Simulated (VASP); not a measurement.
A cell of HfB$_{2}$ (AlB2 type) near equilibrium:

```xyz
3
Lattice="1.5623 -2.7060 0.0000 1.5623 2.7060 0.0000 0.0000 0.0000 3.4544" Properties=species:S:1:pos:R:3 pbc="T T T"
Hf     0.0000     0.0000     0.0000
B      1.5623     0.9020     1.7272
B      1.5623    -0.9020     1.7272
```

These are PBEsol GGA, VASP's PBE PAW potentials (set 64) (plane waves; VASP) values and carry that method's errors.

```json
[
 {"run": "as it is", "ΔE (meV/atom)": "0.0", "σxx": "-0.03", "σyy": "-0.03", "σzz": "-0.19", "largest shear component, with its sign (GPa)": "0.00", "largest force (eV/Å)": "0.000"},
 {"run": "after one change", "ΔE (meV/atom)": "15.2", "σxx": "0.37", "σyy": "1.19", "σzz": "-0.12", "largest shear component, with its sign (GPa)": "0.00", "largest force (eV/Å)": "1.218"}
]
```
Stress is in GPa, positive when the cell is compressed.

Task: What was changed between the two runs?
(A) atom 1 (Hf) moved by 0.100 Å along y
(B) atom 1 (Hf) moved by -0.200 Å along z
(C) atom 2 (B) moved by 0.075 Å along y
(D) uniaxial strain of -1.0 % along y

Result: C, atom 2 (B) moved by 0.075 Å along y

The compound is HfB2 in the AlB2 type structure.
